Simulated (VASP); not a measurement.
# HfSi2B4 (P1) in VASP: relaxation of cell and atoms with PBE

Aim: the relaxation of cell and atoms of HfSi2B4 with PBE.

All numbers are computed with VASP 6.6.1; they aren't measurements. Logs are shortened: lines on timing, memory, paths and dates and some standing lists are left out, and cuts for length are marked.

**1. The structure**

The typed cell holds 14 atoms: a = 6.304 Å, b = 4.618 Å, c = 5.346 Å, α = 91.36°, β = 89.49°, γ = 90.27°.

The cell was built by a generator and needn't be a form met in nature.

**2. Relaxation of cell and atoms, PBE**

Contents of INCAR:

```
  PREC = Normal
  ENCUT = 520
  EDIFF = 1E-5
  ISMEAR = 0
  SIGMA = 0.15
  LREAL = Auto
  LASPH = True
  NELM = 80
  ALGO = Fast
  ISIF = 3
  LWAVE = False
  LCHARG = False
  GGA = PE
  IBRION = 2
  NSW = 110
  EDIFFG = -0.03
  ISYM = 0
  KPAR = 2
```

Contents of KPOINTS:

```
Automatic mesh
0
Gamma
  4 5 4
```

Contents of POSCAR:

```
HfSi2B4
1.0
    6.3034842500     -0.0150000800      0.0285465800
   -0.0108518500      4.6179247700     -0.0549503000
    0.0236685300     -0.0629763200      5.3452837400
Hf Si B
2 4 8
Direct
    0.2212051000      0.0727861000      0.9931763900
    0.7399765500      0.0672864700      0.9886737500
    0.2345568200      0.4646019400      0.7801036000
    0.7322077000      0.5087334700      0.7723390400
    0.2683460100      0.5114360100      0.2193525600
    0.7083457600      0.4988639400      0.2192289400
    0.9999277000      0.8231509100      0.6588030900
    0.5269594300      0.8353530300      0.6587796200
    0.9595644400      0.8240441000      0.3450828300
    0.5395055300      0.7847700900      0.2500864300
    0.0361541200      0.2030447200      0.3318682500
    0.4692363400      0.1672164700      0.3497503400
    0.9716134700      0.1721600800      0.6886045800
    0.4902372600      0.2054627400      0.7273354700
```

Potentials or basis: VASP PAW PBE potentials, release 64 (Hf_pv, Si, B).

Started as:

```bash
$ cat potpaw_PBE.64/Hf_pv/POTCAR potpaw_PBE.64/Si/POTCAR potpaw_PBE.64/B/POTCAR > POTCAR
$ mpirun -np 2 vasp_std > vasp.out
```

OUTCAR:

```text
PREC = Normal
   ENCUT = 520
   EDIFF = 1E-5
   ISMEAR = 0
   LREAL = Auto
   LASPH = True
   NELM = 80
   ISIF = 3
   GGA = PE
   IBRION = 2
   NSW = 110
   EDIFFG = -0.03
   ISYM = 0

 ion  position               nearest neighbor table
   1  0.221  0.073  0.993-   3 2.16  11 2.22  14 2.29  13 2.33   5 2.35  12 2.51   7 2.53   9 2.76
                            10 2.80   8 2.82   5 2.90   3 3.01   2 3.03   2 3.27
   2  0.740  0.067  0.989-  13 2.22  14 2.22  10 2.30   6 2.33   4 2.37   8 2.45  12 2.60   7 2.63
                             9 2.64  11 2.69   4 2.80   6 2.93   1 3.03   1 3.27
   3  0.235  0.465  0.780-  14 2.03   1 2.16  13 2.18   7 2.33   5 2.36   8 2.60   1 3.01   5 3.02
                             4 3.14
   4  0.732  0.509  0.772-  14 2.08   8 2.10  13 2.21   7 2.31   2 2.37   6 2.39   2 2.80   6 2.96
                             3 3.14
   5  0.268  0.511  0.219-  10 2.13  11 2.13  12 2.17   1 2.35   3 2.36   9 2.51   6 2.77   1 2.90
                             3 3.02
   6  0.708  0.499  0.219-  10 1.70  12 2.26   9 2.27   2 2.33   4 2.39  11 2.57   5 2.77   2 2.93
                             4 2.96
   7  1.000  0.823  0.659-  13 1.63   9 1.70   4 2.31   3 2.33   1 2.53   2 2.63
   8  0.527  0.835  0.659-  14 1.76   4 2.10   2 2.45   3 2.60   1 2.82
   9  0.960  0.824  0.345-   7 1.70  11 1.82   6 2.27   5 2.51   2 2.64   1 2.76
  10  0.540  0.785  0.250-   6 1.70  12 1.89   5 2.13   2 2.30   1 2.80
  11  0.036  0.203  0.332-   9 1.82  13 1.95   5 2.13   1 2.22   6 2.57   2 2.69
  12  0.469  0.167  0.350-  10 1.89  14 2.03   5 2.17   6 2.26   1 2.51   2 2.60
  13  0.972  0.172  0.689-   7 1.63  11 1.95   3 2.18   4 2.21   2 2.22   1 2.33
  14  0.490  0.205  0.727-   8 1.76   3 2.03  12 2.03   4 2.08   2 2.22   1 2.29

IMPORTANT INFORMATION: All symmetrisations will be switched off!
NOSYMM: (Re-)initialisation of all symmetry stuff for point group C_1.

----------------------------------------------------------------------------------------

                                     Primitive cell

  volume of cell :     155.5702

  direct lattice vectors                    reciprocal lattice vectors
     6.303484250 -0.015000080  0.028546580     0.158646450  0.000364502 -0.000698181
    -0.010851850  4.617924770 -0.054950300     0.000503836  0.216579007  0.002549429
     0.023668530 -0.062976320  5.345283740    -0.000842075  0.002224517  0.187110745

  length of vectors
     6.303566736  4.618264445  5.345707107     0.158648405  0.216594597  0.187125863

  position of ions in fractional coordinates (direct lattice)
     0.221205100  0.072786100  0.993176390
     0.739976550  0.067286470  0.988673750
     0.234556820  0.464601940  0.780103600
     0.732207700  0.508733470  0.772339040
     0.268346010  0.511436010  0.219352560
     0.708345760  0.498863940  0.219228940
     0.999927700  0.823150910  0.658803090
     0.526959430  0.835353030  0.658779620
     0.959564440  0.824044100  0.345082830
     0.539505530  0.784770090  0.250086430
     0.036154120  0.203044720  0.331868250
     0.469236340  0.167216470  0.349750340
     0.971613470  0.172160080  0.688604580
     0.490237260  0.205462740  0.727335470

  ion indices of the primitive-cell ions
   primitive index   ion index
                 1           1
                 2           2
                 3           3
                 4           4
                 5           5
                 6           6
                 7           7
                 8           8
                 9           9
                10          10
                11          11
                12          12
                13          13
                14          14

----------------------------------------------------------------------------------------

 KPOINTS: Automatic mesh

Automatic generation of k-mesh.
 Grid dimensions read from file:
 generate k-points for:    4    5    4

 Generating k-lattice:

  Cartesian coordinates                     Fractional coordinates (reciprocal lattice)
     0.039661612  0.000091125 -0.000174545     0.250000000  0.000000000 -0.000000000
     0.000100767  0.043315801  0.000509886     0.000000000  0.200000000  0.000000000
    -0.000210519  0.000556129  0.046777686     0.000000000 -0.000000000  0.250000000

  Length of vectors
     0.039662101  0.043318919  0.046781466

  Shift w.r.t. Gamma in fractional coordinates (k-lattice)
     0.000000000  0.000000000  0.000000000

 Subroutine IBZKPT returns following result:
 ===========================================

 Found     42 irreducible k-points:

 Following reciprocal coordinates:
            Coordinates               Weight
  0.000000  0.000000  0.000000      1.000000
  0.250000 -0.000000 -0.000000      2.000000
  0.500000 -0.000000 -0.000000      1.000000
 -0.000000  0.200000  0.000000      2.000000
  0.250000  0.200000  0.000000      2.000000
  0.500000  0.200000  0.000000      2.000000
[... 16 lines left out ...]
 -0.250000  0.400000  0.250000      2.000000
  0.000000 -0.400000  0.250000      2.000000
 [... further k-points ...]
   k-points           NKPTS =     42   k-points in BZ     NKDIM =     42   number of bands    NBANDS=     38
   number of dos      NEDOS =    301   number of ions     NIONS =     14
   total plane-waves  NPLWV =  30240
   dimension x,y,z NGX =    36 NGY =   28 NGZ =   30
   dimension x,y,z NGXF=    72 NGYF=   56 NGZF=   60
   ions per type =               2   4   8
   NGX,Y,Z   is equivalent  to a cutoff of   9.49, 10.08,  9.33 a.u.
   NGXF,Y,Z  is equivalent  to a cutoff of  18.99, 20.16, 18.66 a.u.
 SYSTEM =  unknown system
   PREC   = normal    normal or accurate (medium, high low for compatibility)
   ISTART =      0    job   : 0-new  1-cont  2-samecut
   ICHARG =      2    charge: 1-file 2-atom 10-const
   ISPIN  =      1    spin polarized calculation?
   LNONCOLLINEAR =      F non collinear calculations
   LSORBIT =      F    spin-orbit coupling
   LASPH  =      T    aspherical Exc in radial PAW
   ENCUT  =  520.0 eV  38.22 Ry    6.18 a.u.  11.72  8.59  9.94*2*pi/ulx,y,z
   NELM   =     80;   NELMIN=  2; NELMDL= -5     # of ELM steps
   EDIFF  = 0.1E-04   stopping-criterion for ELM
   LREAL  =      T    real-space projection
   EDIFFG = -.3E-01   stopping-criterion for IOM
   NSW    =    110    number of steps for IOM
   IBRION =      2    ionic relax: 0-MD 1-quasi-New 2-CG
   NFREE  =      1    steps in history (QN), initial steepest desc. (CG)
   ISIF   =      3    stress and relaxation
   ISYM   =      0    0-nonsym 1-usesym 2-fastsym
   POTIM  = 0.5000    time-step for ionic-motion
   TEBEG  =    0.0;   TEEND  =   0.0 temperature during run
   PSTRESS=    0.0 pullay stress
   NELECT =      60.0000    total number of electrons
   NUPDOWN=      -1.0000    fix difference up-down
   EMIN   =  10.00;   EMAX   =-10.00  energy-range for DOS
   EFERMI =   0.00;   METHOD = LEGACY
   ISMEAR =     0;   SIGMA  =   0.15  broadening in eV -4-tet -1-fermi 0-gaus
   EFERMI_NEDOS =   21; number of points for ismear=-14 and -15
   IALGO  =     68    algorithm
   IMIX   =      4    mixing-type and parameters
     AMIX     =   0.40;   BMIX     =  1.00
     AMIX_MAG =   1.60;   BMIX_MAG =  1.00
  volume/ion in A,a.u.               =      11.11        74.99
  Fermi-wavevector in a.u.,A,eV,Ry     =   1.191653  2.251898 19.320773  1.420037
  Thomas-Fermi vector in A             =   2.327710
   LORBIT       =      0    0 simple, 1 ext, 2 COOP (PROOUT), +10 PAW based schemes
   GGA     = PE    functional components
   LHFCALC =     F    Hartree Fock is set to
   AEXX    =    0.0000 exact exchange contribution
   IVDW    =     0    specifies the selected vdW correction
   LEPSILON=     F    determine dielectric tensor
   LRPA    =     F    only Hartree local field effects (RPA)
 conjugate gradient relaxation of ions
 non-spin polarized calculation
 RMM-DIIS sequential band-by-band and
 Gauss-broadening in eV      SIGMA  =   0.15
  energy-cutoff  :      520.00
  volume of cell :      155.57
 maximum number of plane-waves:      4207
   NGX = 23   NGY = 17   NGZ = 19

--------------------------------------- Ionic step        1  -------------------------------------------

 number of electron      60.0000002 magnetization

 Free energy of the ion-electron system (eV)
  ---------------------------------------------------
  ext. energy  EPLUGINS =         0.00000000
  ---------------------------------------------------
  free energy    TOTEN  =       -86.63763877 eV

  energy without entropy =      -86.59154713  energy(sigma->0) =      -86.61459295

------------------------ aborting loop because EDIFF is reached ----------------------------------------

  FORCE on cell =-STRESS in cart. coord.  units (eV):
  Direction    XX          YY          ZZ          XY          YZ          ZX
  --------------------------------------------------------------------------------------
  -------------------------------------------------------------------------------------
  Total        9.4087283     28.1530244      7.3589986     -2.9417025     -1.4392371     -2.8102464
  in kB       96.8980734    289.9407581     75.7884336    -30.2958371    -14.8223331    -28.9420052
  external PRESSURE =     154.2090884 kB  Pullay stress =       0.0000000 kB
[... 125 lines left out ...]
  FREE ENERGIE OF THE ION-ELECTRON SYSTEM (eV)
  ---------------------------------------------------
  free  energy   TOTEN  =       -91.7773877644 eV

  energy  without entropy=      -91.7217384045  energy(sigma->0) =      -91.74956308

[... ionic steps 4 to 26 ...]

--------------------------------------- Ionic step       27  -------------------------------------------

 number of electron      59.9999990 magnetization

------------------------ aborting loop because EDIFF is reached ----------------------------------------
[... 91 lines left out ...]
--------------------------------------- Ionic step       29  -------------------------------------------

 number of electron      59.9999990 magnetization

 Free energy of the ion-electron system (eV)
  ---------------------------------------------------
  ext. energy  EPLUGINS =         0.00000000
  ---------------------------------------------------
  free energy    TOTEN  =       -94.66045383 eV

  energy without entropy =      -94.61819178  energy(sigma->0) =      -94.63932280

 E-fermi :   7.2805     XC(G=0): -11.5269

 val. band max:        7.2590461823   @ k =   0.2500   0.4000   0.2500
 cond. band min:       7.2831603527   @ k =  -0.2500   0.4000   0.2500
 fundamental gap:      0.0241141704
 Fermi energy:         7.2804712743

 k-point     1 :       0.0000    0.0000    0.0000
  band No.  band energies     occupation
      1     -23.2539      2.00000
      2     -23.1102      2.00000
      3     -23.0612      2.00000
      4     -23.0502      2.00000
      5     -22.9850      2.00000
      6     -22.8149      2.00000
[... 973 lines left out ...]
     37      10.2083      0.00000
     38      10.6215      0.00000

 [... further k-points ...]

------------------------ aborting loop because EDIFF is reached ----------------------------------------

  FORCE on cell =-STRESS in cart. coord.  units (eV):
  Direction    XX          YY          ZZ          XY          YZ          ZX
  --------------------------------------------------------------------------------------
  -------------------------------------------------------------------------------------
  Total        0.0445621     -0.0610746     -0.0189439      0.0204435     -0.0309639      0.0136570
  in kB        0.4595569     -0.6298462     -0.1953634      0.2108281     -0.3193222      0.1408411
  external PRESSURE =      -0.1218843 kB  Pullay stress =       0.0000000 kB
[... 29 lines left out ...]
  FREE ENERGIE OF THE ION-ELECTRON SYSTEM (eV)
  ---------------------------------------------------
  free  energy   TOTEN  =       -94.6604538305 eV

  energy  without entropy=      -94.6181917753  energy(sigma->0) =      -94.63932280

 reached required accuracy - stopping structural energy minimisation
```

It took 9 min on 2 MPI ranks of Intel Xeon Platinum 8488C (Sapphire Rapids), shared host; peak memory 0.28 GiB.

What came out:

| Item | Value |
| --- | --- |
| Free energy | -94.6605 eV |
| Relaxed volume | 11.10 Å³/atom |
| Relaxed cell | a = 6.385 Å, b = 4.678 Å, c = 5.206 Å, α = 87.50°, β = 90.07°, γ = 89.99° |
| Space group after relaxing (to 0.05 Å) | P2/m (No. 10) |
| Energy gained by relaxing | 573.1 meV/atom |
| Ionic steps | 29 |
| Pressure after relaxing | 0.0 GPa |
| Largest force after relaxing | 0.023 eV/Å |
| Band gap on the k mesh | none (metal or under the smearing width) |

Forces in eV/Å, atoms in the order of the input:
```
Hf   0.001  0.004  0.008
Hf  -0.005  0.008 -0.005
Si   0.004 -0.002  0.022
Si  -0.006  0.007 -0.004
Si  -0.011  0.004  0.007
Si   0.002  0.001 -0.009
B    0.018  0.003 -0.003
B    0.015 -0.003  0.007
B   -0.004 -0.013  0.005
B   -0.002  0.006  0.000
B   -0.008 -0.007 -0.002
B   -0.001 -0.016 -0.002
B    0.002  0.009 -0.018
B   -0.004  0.000 -0.005
```

Step by step:
```csv
step,energy change (eV),largest force (eV/Å),pressure (GPa),volume (Å³)
1,0.0000,11.2611,15.42,155.57
2,-3.2675,3.6726,-15.82,180.63
3,-5.1397,2.6773,-11.18,168.30
4,-6.6861,2.3566,3.19,153.84
5,-6.6867,2.3459,2.87,154.07
6,-7.3086,1.0130,1.58,153.71
7,-7.3183,1.2099,1.63,153.66
8,-7.4955,0.5960,-1.56,155.90
9,-7.5012,0.5876,-2.09,156.37
10,-7.5953,0.4025,0.43,154.20
11,-7.6041,0.4593,1.52,153.33
12,-7.6785,0.6116,0.41,154.01
13,-7.6862,0.7558,-0.07,154.31
14,-7.7622,0.8045,-0.49,154.74
15,-7.8042,1.0428,-1.16,155.98
16,-7.8315,0.8519,-0.95,155.38
17,-7.9379,0.4853,0.52,154.58
18,-7.9483,0.6764,1.26,154.26
19,-7.9861,0.2964,-0.27,155.41
20,-7.9879,0.2649,-0.04,155.21
21,-8.0037,0.2153,-0.04,155.17
22,-8.0075,0.2588,-0.02,155.13
23,-8.0161,0.1227,0.21,155.08
24,-8.0181,0.1771,0.46,155.04
25,-8.0201,0.0932,-0.44,155.76
26,-8.0208,0.0983,-0.15,155.52
27,-8.0223,0.0444,0.03,155.35
28,-8.0223,0.0511,0.05,155.33
29,-8.0228,0.0226,-0.01,155.36
```

Final structure:
```cif
data_structure
_symmetry_space_group_name_H-M 'P 1'
_symmetry_Int_Tables_number 1
_cell_length_a 6.3852
_cell_length_b 4.6780
_cell_length_c 5.2061
_cell_angle_alpha 87.502
_cell_angle_beta 90.071
_cell_angle_gamma 89.987
_cell_volume 155.36
loop_
_atom_site_label
_atom_site_type_symbol
_atom_site_fract_x
_atom_site_fract_y
_atom_site_fract_z
_atom_site_occupancy
Hf1 Hf 0.24281 0.01014 0.99851 1
Hf2 Hf 0.74277 0.00953 0.99915 1
Si1 Si 0.24148 0.52735 0.73374 1
Si2 Si 0.74199 0.52656 0.73541 1
Si3 Si 0.24375 0.49305 0.26206 1
Si4 Si 0.74353 0.49252 0.26393 1
B1 B 0.99170 0.87997 0.63225 1
B2 B 0.49163 0.88096 0.63174 1
B3 B 0.99383 0.78708 0.30898 1
B4 B 0.49347 0.78705 0.30905 1
B5 B 0.99360 0.13941 0.36582 1
B6 B 0.49354 0.13977 0.36520 1
B7 B 0.99170 0.23235 0.68901 1
B8 B 0.49203 0.23317 0.68834 1
```

The run has no spin-orbit coupling, so splittings on Hf are missing.
